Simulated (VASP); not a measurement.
# Which magnetic order does VSi2 take?

Aim: compare collinear orders of VSi2. The start is a cell from a database of measured crystal structures.

Program: VASP 6.6.1. Level of theory: PBEsol, DFT+U (V d 3 eV), spin-polarised, from parallel moments; plane waves and PAW (V, Si), in the first sound run; inputs show where later runs differ. Results are calculated unless marked as measured.

### 1. The structure

It takes space group P6_422 (No. 181, hexagonal). Conventional cell: a = 4.573 Å, b = 4.573 Å, c = 6.374 Å, α = 90.00°, β = 90.00°, γ = 120.00°. V has 10 Si at 2.51 to 2.67 Å nearest. Nearest to V lie 10 Si at 2.51 to 2.67 Å. Nearest to Si lie 5 Si at 2.48 to 2.67 Å and 5 V at 2.51 to 2.67 Å. Nearest to Si lie 5 Si at 2.48 to 2.67 Å and 5 V at 2.51 to 2.67 Å. Farther neighbours are not listed.

### 2. Magnetic order, start order fm, signs ++++++

Each run starts from other signs of the moments at the same geometry and cutoff; gentle mixing helps it keep them. Any wave vector in a name is a fraction of the reciprocal vectors of the first cell as typed.

INCAR

```
SYSTEM = VSi2
PREC = Normal
ENCUT = 350
EDIFF = 1E-06
NELM = 150
ISMEAR = 0
SIGMA = 0.05
LREAL = Auto
ALGO = Normal
GGA = PS
NBANDS = 63
ISPIN = 2
MAGMOM = 2 2 2 2 2 2 0 0 0 0 0 0 0 0 0 0 0 0
LDAU = .TRUE.
LDAUTYPE = 2
LDAUL = 2 -1
LDAUU = 3 0
LDAUJ = 0 0
LDAUPRINT = 1
LASPH = .TRUE.
LMAXMIX = 4
LORBIT = 11
LWAVE = .FALSE.
LCHARG = .TRUE.
KPAR = 2
AMIX = 0.2
BMIX = 1E-04
AMIX_MAG = 0.8
BMIX_MAG = 1E-04
```

POSCAR

```
VSi2
1.0
    9.1452000000      0.0000000000      0.0000000000
   -2.2863000000      3.9599877613      0.0000000000
    0.0000000000      0.0000000000      6.3744000000
V Si
6 12
Direct
    0.0000000000      0.5000000000      0.3333333333
    0.5000000000      0.5000000000      0.3333333333
    0.2500000000      0.5000000000      0.6666666667
    0.7500000000      0.5000000000      0.6666666667
    0.2500000000      0.0000000000      0.0000000000
    0.7500000000      0.0000000000      0.0000000000
    0.1626000000      0.1626000000      0.3333333333
    0.6626000000      0.1626000000      0.3333333333
    0.0813000000      0.8374000000      0.6666666667
    0.5813000000      0.8374000000      0.6666666667
    0.4187000000      0.6748000000      0.0000000000
    0.9187000000      0.6748000000      0.0000000000
    0.3374000000      0.8374000000      0.3333333333
    0.8374000000      0.8374000000      0.3333333333
    0.4187000000      0.1626000000      0.6666666667
    0.9187000000      0.1626000000      0.6666666667
    0.0813000000      0.3252000000      0.0000000000
    0.5813000000      0.3252000000      0.0000000000
```

KPOINTS

```
Automatic mesh
0
Gamma
4 4 3
0 0 0
```

The projector-augmented-wave data sets are V and Si (PBE family, release 64).

Launch:

```
mpirun -np 2 vasp_std
```

The log of the run:

```text
[banner, memory and clock lines left out]
running    2 mpi-ranks, on    1 nodes
 distrk:  each k-point on    1 cores,    2 groups
 distr:  one band on    1 cores,    1 groups

 POSCAR found type information on POSCAR V Si
 POSCAR found :  2 types and      18 ions
|                                                                             |
|               ----> ADVICE to this user running VASP <----                  |
|                                                                             |
|     You enforced a specific xc type in the INCAR file but a different       |
|     [... a line on the potential file left out ...]
|     I HOPE YOU KNOW WHAT YOU ARE DOING!                                     |
|                                                                             |

 LDA part: xc-table for (Slater+PW92), standard interpolation
 POSCAR, INCAR and KPOINTS ok, starting setup
 FFT: planning ... GRIDC
 FFT: planning ... GRID_SOFT
 FFT: planning ... GRID
 WAVECAR not read
 entering main loop
       N       E                     dE             d eps       ncg     rms          rms(c)
DAV:   1     0.456566530906E+03    0.45657E+03   -0.19818E+04  4536   0.885E+02
DAV:   2    -0.542330814256E+02   -0.51080E+03   -0.48120E+03  4536   0.271E+02
DAV:   3    -0.126711234901E+03   -0.72478E+02   -0.66586E+02  6542   0.950E+01
DAV:   4    -0.131114352190E+03   -0.44031E+01   -0.43003E+01  7600   0.306E+01
DAV:   5    -0.131223709899E+03   -0.10936E+00   -0.10872E+00  7496   0.504E+00    0.454E+01
DAV:   6    -0.116888180851E+03    0.14336E+02   -0.66968E+01  7274   0.512E+01    0.137E+01
DAV:   7    -0.116732573814E+03    0.15561E+00   -0.41066E+00  7328   0.104E+01    0.122E+01
DAV:   8    -0.116126723223E+03    0.60585E+00   -0.30122E+00  6936   0.107E+01    0.398E+00
DAV:   9    -0.116083770979E+03    0.42952E-01   -0.58862E-01  7201   0.801E+00    0.232E+00
DAV:  10    -0.116063063326E+03    0.20708E-01   -0.29296E-01  6921   0.463E+00    0.126E+00
DAV:  11    -0.116058314663E+03    0.47487E-02   -0.24008E-02  6800   0.112E+00    0.775E-01
DAV:  12    -0.116058580281E+03   -0.26562E-03   -0.85677E-03  6488   0.353E-01    0.462E-01
DAV:  13    -0.116060176690E+03   -0.15964E-02   -0.50943E-03  6120   0.490E-01    0.319E-01
DAV:  14    -0.116061017985E+03   -0.84130E-03   -0.13726E-03  6664   0.197E-01    0.122E-01
DAV:  15    -0.116061106414E+03   -0.88429E-04   -0.42341E-04  6360   0.128E-01    0.800E-02
DAV:  16    -0.116061131525E+03   -0.25111E-04   -0.24614E-04  7048   0.105E-01    0.339E-02
DAV:  17    -0.116061122950E+03    0.85747E-05   -0.40700E-05  6792   0.438E-02    0.165E-02
DAV:  18    -0.116061132236E+03   -0.92854E-05   -0.10686E-05  6864   0.171E-02    0.115E-02
DAV:  19    -0.116061134376E+03   -0.21407E-05   -0.38910E-06  5200   0.107E-02    0.762E-03
DAV:  20    -0.116061138269E+03   -0.38933E-05   -0.55171E-06  5816   0.126E-02    0.466E-03
DAV:  21    -0.116061139598E+03   -0.13285E-05   -0.31194E-06  4163   0.948E-03    0.407E-03
DAV:  22    -0.116061140568E+03   -0.97014E-06   -0.66431E-07  3302   0.584E-03
   1 F= -.11606114E+03 E0= -.11605862E+03  d E =-.503189E-02  mag=     3.3629
```

The job ended after 5.1 min (2 MPI ranks of AMD EPYC 7R43, shared host; peak memory 0.59 GiB).

The logs omit lines about the potential files and the build; timing stands in the text.

Parts of OUTCAR (step 2):

```text
ion  position               nearest neighbor table
   1  0.000  0.500  0.333-  12 2.51  17 2.51  16 2.51   9 2.51   7 2.62  14 2.62  14 2.62   7 2.62
                             8 2.67  13 2.67   6 3.12   5 3.12   4 3.12   3 3.12
   2  0.500  0.500  0.333-  11 2.51  18 2.51  15 2.51  10 2.51   8 2.62  13 2.62  13 2.62   8 2.62
                            14 2.67   7 2.67   5 3.12   6 3.12   4 3.12   3 3.12
   3  0.250  0.500  0.667-  11 2.51  17 2.51  13 2.51   7 2.51  15 2.62   9 2.62  10 2.62  16 2.62
                            15 2.67   9 2.67   5 3.12   5 3.12   2 3.12   1 3.12
   4  0.750  0.500  0.667-  12 2.51  18 2.51  14 2.51   8 2.51  16 2.62  10 2.62   9 2.62  15 2.62
                            10 2.67  16 2.67   6 3.12   6 3.12   2 3.12   1 3.12
   5  0.250  0.000  0.000-   7 2.51   9 2.51  13 2.51  15 2.51  12 2.62  18 2.62  17 2.62  11 2.62
                            11 2.67  17 2.67   3 3.12   1 3.12   3 3.12   2 3.12
   6  0.750  0.000  0.000-   8 2.51  10 2.51  14 2.51  16 2.51  11 2.62  17 2.62  12 2.62  18 2.62
                            12 2.67  18 2.67   4 3.12   2 3.12   4 3.12   1 3.12
   7  0.163  0.163  0.333-  17 2.48   9 2.48   5 2.51   3 2.51  14 2.58   1 2.62   1 2.62   2 2.67
                            13 2.67  13 2.67  12 3.08  16 3.08
   8  0.663  0.163  0.333-  18 2.48  10 2.48   6 2.51   4 2.51  13 2.58   2 2.62   2 2.62   1 2.67
                            14 2.67  14 2.67  11 3.08  15 3.08
   9  0.081  0.837  0.667-  12 2.48   7 2.48   5 2.51   1 2.51  16 2.58   3 2.62   4 2.62   3 2.67
                            16 2.67  15 2.67  17 3.08  14 3.08
  10  0.581  0.837  0.667-  11 2.48   8 2.48   6 2.51   2 2.51  15 2.58   4 2.62   3 2.62   4 2.67
                            15 2.67  16 2.67  18 3.08  13 3.08
  11  0.419  0.675  0.000-  10 2.48  13 2.48   2 2.51   3 2.51  18 2.58   6 2.62   5 2.62   5 2.67
                            18 2.67  17 2.67   8 3.08  15 3.08
  12  0.919  0.675  0.000-   9 2.48  14 2.48   1 2.51   4 2.51  17 2.58   5 2.62   6 2.62   6 2.67
                            17 2.67  18 2.67   7 3.08  16 3.08
  13  0.337  0.837  0.333-  11 2.48  15 2.48   5 2.51   3 2.51   8 2.58   2 2.62   2 2.62   1 2.67
                             7 2.67   7 2.67  18 3.08  10 3.08
  14  0.837  0.837  0.333-  12 2.48  16 2.48   6 2.51   4 2.51   7 2.58   1 2.62   1 2.62   2 2.67
                             8 2.67   8 2.67  17 3.08   9 3.08
  15  0.419  0.163  0.667-  18 2.48  13 2.48   5 2.51   2 2.51  10 2.58   3 2.62   4 2.62   3 2.67
                            10 2.67   9 2.67  11 3.08   8 3.08
  16  0.919  0.163  0.667-  17 2.48  14 2.48   6 2.51   1 2.51   9 2.58   4 2.62   3 2.62   4 2.67
                             9 2.67  10 2.67  12 3.08   7 3.08
  17  0.081  0.325  0.000-  16 2.48   7 2.48   1 2.51   3 2.51  12 2.58   6 2.62   5 2.62   5 2.67
                            12 2.67  11 2.67  14 3.08   9 3.08
  18  0.581  0.325  0.000-  15 2.48   8 2.48   2 2.51   4 2.51  11 2.58   5 2.62   6 2.62   6 2.67
                            11 2.67  12 2.67  13 3.08  10 3.08

  LATTYP: Found a simple orthorhombic cell.
 ALAT       =     4.5726000000
 B/A-ratio  =     1.3940427766
 C/A-ratio  =     1.7320508076

 Subroutine GETGRP returns: Found  4 space group operations
 (whereof  2 operations were pure point group operations)

The static configuration has the point symmetry C_2 .
 The point group associated with its full space group is D_2 .

 Found     18 irreducible k-points:

   k-points           NKPTS =     18   k-points in BZ     NKDIM =     18   number of bands    NBANDS=     63

   dimension x,y,z NGX =    42 NGY =   24 NGZ =   30
   dimension x,y,z NGXF=    84 NGYF=   48 NGZF=   60

   ENCUT  =  350.0 eV  25.72 Ry    5.07 a.u.  13.95  6.98  9.72*2*pi/ulx,y,z

   NELECT =      78.0000    total number of electrons

 k-points in reciprocal lattice and weights: Automatic mesh
   0.00000000  0.00000000  0.00000000       0.021
   0.25000000  0.00000000  0.00000000       0.042
   0.50000000  0.00000000  0.00000000       0.021
   0.00000000  0.25000000  0.00000000       0.083
   0.25000000  0.25000000  0.00000000       0.042
  -0.25000000  0.25000000  0.00000000       0.042
   0.00000000  0.50000000  0.00000000       0.021
   0.25000000  0.50000000  0.00000000       0.042
   0.50000000  0.50000000  0.00000000       0.021
[...]
0.25000000  0.50000000  0.33333333       0.083
   0.50000000  0.50000000  0.33333333       0.042

atom =   1  type =  1  l = 2

 onsite density matrix

spin component  1

  0.4453 -0.0000 -0.0570 -0.0000  0.0027
 -0.0000  0.4873  0.0000 -0.0914 -0.0000
 -0.0570  0.0000  0.4538 -0.0000 -0.0329
 -0.0000 -0.0914 -0.0000  0.3817 -0.0000
  0.0027 -0.0000 -0.0329 -0.0000  0.4423

spin component  2

  0.3098 -0.0000  0.0300  0.0000 -0.0004
 -0.0000  0.3150  0.0000 -0.0004  0.0000
  0.0300  0.0000  0.2903 -0.0000  0.0173
  0.0000 -0.0004 -0.0000  0.3145  0.0000
 -0.0004  0.0000  0.0173  0.0000  0.3102

 occupancies and eigenvectors

  o =  0.2640  v =  0.0000  0.0000  0.0000  0.0000  0.0000 -0.5237 -0.0000  0.7964 -0.0000 -0.3024      0.0000  0.0000  0.0000  0.0000  0.0000  0.0000  0.0000  0.0000  0.0000  0.0000
  o =  0.3104  v =  0.0000  0.0000  0.0000  0.0000  0.0000  0.5000 -0.0000 -0.0000 -0.0000 -0.8660      0.0000  0.0000  0.0000  0.0000  0.0000  0.0000  0.0000  0.0000  0.0000  0.0000
  o =  0.3142  v =  0.0000  0.0000  0.0000  0.0000  0.0000 -0.0000 -0.5000 -0.0000 -0.8660  0.0000      0.0000  0.0000  0.0000  0.0000  0.0000  0.0000  0.0000  0.0000  0.0000  0.0000
  o =  0.3152  v =  0.0000  0.0000  0.0000  0.0000  0.0000  0.0000  0.8660  0.0000 -0.5000 -0.0000      0.0000  0.0000  0.0000  0.0000  0.0000  0.0000  0.0000  0.0000  0.0000  0.0000
  o =  0.3289  v =  0.0000  0.5000  0.0000  0.8660  0.0000  0.0000  0.0000  0.0000  0.0000  0.0000      0.0000  0.0000  0.0000  0.0000  0.0000  0.0000  0.0000  0.0000  0.0000  0.0000
  o =  0.3359  v =  0.0000  0.0000  0.0000  0.0000  0.0000 -0.6897 -0.0000 -0.6048  0.0000 -0.3982      0.0000  0.0000  0.0000  0.0000  0.0000  0.0000  0.0000  0.0000  0.0000  0.0000
  o =  0.3844  v = -0.6282  0.0000 -0.6884  0.0000 -0.3627  0.0000  0.0000  0.0000  0.0000  0.0000      0.0000  0.0000  0.0000  0.0000  0.0000  0.0000  0.0000  0.0000  0.0000  0.0000
  o =  0.4407  v =  0.5000 -0.0000  0.0000  0.0000 -0.8660  0.0000  0.0000  0.0000  0.0000  0.0000      0.0000  0.0000  0.0000  0.0000  0.0000  0.0000  0.0000  0.0000  0.0000  0.0000
  o =  0.5163  v = -0.5962 -0.0000  0.7253  0.0000 -0.3442  0.0000  0.0000  0.0000  0.0000  0.0000      0.0000  0.0000  0.0000  0.0000  0.0000  0.0000  0.0000  0.0000  0.0000  0.0000
[...]
o =  0.5010  v = -0.1989 -0.0000  0.6788 -0.0000  0.7069  0.0000  0.0000  0.0000  0.0000  0.0000      0.0000  0.0000  0.0000  0.0000  0.0000  0.0000  0.0000  0.0000  0.0000  0.0000
  o =  0.5413  v =  0.0000 -0.0025 -0.0000 -1.0000 -0.0000  0.0000  0.0000  0.0000  0.0000  0.0000      0.0000  0.0000  0.0000  0.0000  0.0000  0.0000  0.0000  0.0000  0.0000  0.0000

 average (electrostatic) potential at core
       1 -35.8426       2 -35.8426       3 -35.8504       4 -35.8504       5 -35.8504
       6 -35.8504       7 -79.2296       8 -79.2296       9 -79.2350      10 -79.2350
      11 -79.2350      12 -79.2350      13 -79.2296      14 -79.2296      15 -79.2350
      16 -79.2350      17 -79.2350      18 -79.2350

 E-fermi :   9.8945

 spin component 1
 k-point     1 :       0.0000    0.0000    0.0000
  band No.  band energies     occupation
    ...
     38       9.1104      1.00000
     39       9.3330      1.00000
     40       9.5590      1.00000
     41       9.8375      0.94648
     42       9.8901      0.54986
     43      10.9440      0.00000
     44      11.1764      0.00000
     45      11.1846      0.00000
     46      11.8959      0.00000
     47      12.0095      0.00000
    ...

 k-point     2 :       0.2500    0.0000    0.0000
  band No.  band energies     occupation
    ...
     38       8.9955      1.00000
     39       9.2386      1.00000
     40       9.3138      1.00000
     41       9.5855      1.00000
     42       9.7967      0.99718
     43      11.0338      0.00000
     44      11.2070      0.00000
     45      11.3125      0.00000
     46      11.6421      0.00000
     47      11.6921      0.00000
    ...

 k-point     3 :       0.5000    0.0000    0.0000
  band No.  band energies     occupation
    ...
     38       8.5349      1.00000
     39       8.7462      1.00000
     40       8.7462      1.00000
     41       9.6208      1.00000
     42       9.6208      1.00000
     43      11.3072      0.00000
     44      11.3072      0.00000
     45      11.3407      0.00000
     46      11.3407      0.00000
     47      11.4752      0.00000
    ...

 k-point     4 :       0.0000    0.2500    0.0000
  band No.  band energies     occupation
    ...
     38       8.9164      1.00000
     39       9.3362      1.00000
     40       9.6318      1.00000
     41       9.6479      1.00000
     42       9.6858      1.00000
     43      11.0983      0.00000
     44      11.2936      0.00000
     45      11.3059      0.00000
     46      11.3064      0.00000
     47      11.3307      0.00000
    ...

 k-point     5 :       0.2500    0.2500    0.0000
  band No.  band energies     occupation
    ...
     38       8.9791      1.00000
     39       9.2416      1.00000
     40       9.2416      1.00000
     41       9.5567      1.00000
     42       9.5567      1.00000
     43      11.1272      0.00000
     44      11.1272      0.00000
     45      11.2303      0.00000
     46      11.2303      0.00000
     47      11.3540      0.00000
    ...

 k-point     6 :      -0.2500    0.2500    0.0000
  band No.  band energies     occupation
    ...
     38       8.7359      1.00000
     39       9.5394      1.00000
     40       9.6766      1.00000
     41       9.6973      1.00000
     42       9.7870      0.99882
     43      11.1504      0.00000
     44      11.2222      0.00000
     45      11.3919      0.00000
     46      11.3978      0.00000
     47      11.4254      0.00000
    ...

  Total       -2.7486698     -2.6868743     -0.4216668     -0.0535165      0.0000000      0.0000000
  in kB      -19.0768555    -18.6479702     -2.9265342     -0.3714256      0.0000000      0.0000000
  external PRESSURE =     -13.5504533 kB  Pullay stress =       0.0000000 kB

  energy-cutoff  :      350.00
  volume of cell :      230.85
      direct lattice vectors                 reciprocal lattice vectors
     9.145200000  0.000000000  0.000000000     0.109346980  0.063131508  0.000000000
    -2.286300000  3.959987761  0.000000000     0.000000000  0.252526033  0.000000000
     0.000000000  0.000000000  6.374400000     0.000000000  0.000000000  0.156877510

 POSITION                                       TOTAL-FORCE (eV/Angst)
 -----------------------------------------------------------------------------------
     -1.14315      1.97999      2.12480        -0.000000     -0.000000     -0.000000
      3.42945      1.97999      2.12480        -0.000000     -0.000000     -0.000000
      1.14315      1.97999      4.24960        -0.000000     -0.000000      0.046466
      5.71575      1.97999      4.24960        -0.000000     -0.000000      0.046466
      2.28630      0.00000      0.00000        -0.000000     -0.000000     -0.046466
      6.85890      0.00000      0.00000        -0.000000     -0.000000     -0.046466
      1.11526      0.64389      2.12480         0.076779      0.044328     -0.000000
      5.68786      0.64389      2.12480         0.076779      0.044328     -0.000000
     -1.17104      3.31609      4.24960         0.085348     -0.049984      0.000690
      3.40156      3.31609      4.24960         0.085348     -0.049984      0.000690
      2.28630      2.67220      0.00000         0.000614     -0.098905     -0.000690
      6.85890      2.67220      0.00000         0.000614     -0.098905     -0.000690
      1.17104      3.31609      2.12480        -0.076779     -0.044328     -0.000000
      5.74364      3.31609      2.12480        -0.076779     -0.044328     -0.000000
      3.45734      0.64389      4.24960        -0.085348      0.049984      0.000690
      8.02994      0.64389      4.24960        -0.085348      0.049984      0.000690
     -0.00000      1.28779      0.00000        -0.000614      0.098905     -0.000690
      4.57260      1.28779      0.00000        -0.000614      0.098905     -0.000690
 -----------------------------------------------------------------------------------
    total drift:                                0.000000      0.000000      0.000003

  FREE ENERGIE OF THE ION-ELECTRON SYSTEM (eV)
  ---------------------------------------------------
  free  energy   TOTEN  =      -116.0611405681 eV

  energy  without entropy=     -116.0561086758  energy(sigma->0) =     -116.05862462

 total charge
# of ion       s       p       d       tot
------------------------------------------
    1        0.442   0.732   3.705   4.879
    2        0.442   0.732   3.705   4.879
    3        0.442   0.732   3.704   4.879
    4        0.442   0.732   3.704   4.879
    5        0.442   0.732   3.704   4.879
    6        0.442   0.732   3.704   4.879
    7        0.755   0.886   0.000   1.642
    8        0.755   0.886   0.000   1.642
    9        0.756   0.886   0.000   1.642
   10        0.756   0.886   0.000   1.642
   11        0.756   0.886   0.000   1.642
   12        0.756   0.886   0.000   1.642
   13        0.755   0.886   0.000   1.642
   14        0.755   0.886   0.000   1.642
   15        0.756   0.886   0.000   1.642
   16        0.756   0.886   0.000   1.642
   17        0.756   0.886   0.000   1.642
   18        0.756   0.886   0.000   1.642
--------------------------------------------------
tot         11.719  15.029  22.226  48.975

 magnetization (x)
# of ion       s       p       d       tot
------------------------------------------
    1        0.002   0.002   0.668   0.672
    2        0.002   0.002   0.668   0.672
    3        0.002   0.003   0.669   0.674
    4        0.002   0.003   0.669   0.674
    5        0.002   0.003   0.669   0.674
    6        0.002   0.003   0.669   0.674
    7       -0.013  -0.025   0.000  -0.038
    8       -0.013  -0.025   0.000  -0.038
    9       -0.013  -0.024   0.000  -0.037
   10       -0.013  -0.024   0.000  -0.037
   11       -0.013  -0.024   0.000  -0.037
   12       -0.013  -0.024   0.000  -0.037
   13       -0.013  -0.025   0.000  -0.038
   14       -0.013  -0.025   0.000  -0.038
   15       -0.013  -0.024   0.000  -0.037
   16       -0.013  -0.024   0.000  -0.037
   17       -0.013  -0.024   0.000  -0.037
   18       -0.013  -0.024   0.000  -0.037
--------------------------------------------------
tot         -0.148  -0.275   4.011   3.588

[... 6 further parts left out ...]
```

The magnetic state follows from one typed start and may not be the lowest. The k-mesh is coarse for a metal. A U on the itinerant d states of such a compound is hard to justify; it moves the bands at the Fermi level and favours large moments. The PAW data sets were made with PBE, which is usual practice but a small mismatch for other functionals. The data set V keeps the semicore shell frozen, which is cheaper and a little less accurate.

Numbers from this step:

* electronic cycles: 22
* electrons: 78
* free energy (TOTEN): -116.0611 eV
* energy at zero smearing: -116.0586 eV
* Fermi energy: 9.895 eV
* moment of the cell, from the last line of the log: 3.363 μB
* labelled metallic, from the levels on this mesh: yes

Spin moment in the PAW sphere by atom:

| atom | spin moment in the PAW sphere (μB) |
| --- | --- |
| V1 | 0.672 |
| V2 | 0.672 |
| V3 | 0.674 |
| V4 | 0.674 |
| V5 | 0.674 |
| V6 | 0.674 |
| Si7 | -0.038 |
| Si8 | -0.038 |
| Si9 | -0.037 |
| Si10 | -0.037 |
| Si11 | -0.037 |
| Si12 | -0.037 |
| Si13 | -0.038 |
| Si14 | -0.038 |
| Si15 | -0.037 |
| Si16 | -0.037 |
| Si17 | -0.037 |
| Si18 | -0.037 |

(Part 1 of 4 ends here.)

[Lines on the potential files, build, host, timing and source positions are cut from VASP's logs without a mark.]

[Logs are printed without paths, hosts, clocks, repeated set-up lines and the standing remarks that a program may print on its own settings, such as how far it seeks lower states.]

[Hosts, paths, dates, database ids (printed as entryN), source tags and the programs' standing remarks are cut or masked in the printed files.]

[In band tables of VASP the shares of atoms and orbitals are scaled to a sum of 1 inside the atoms' spheres.]

[Runs that stopped without an error message from VASP are left out.]
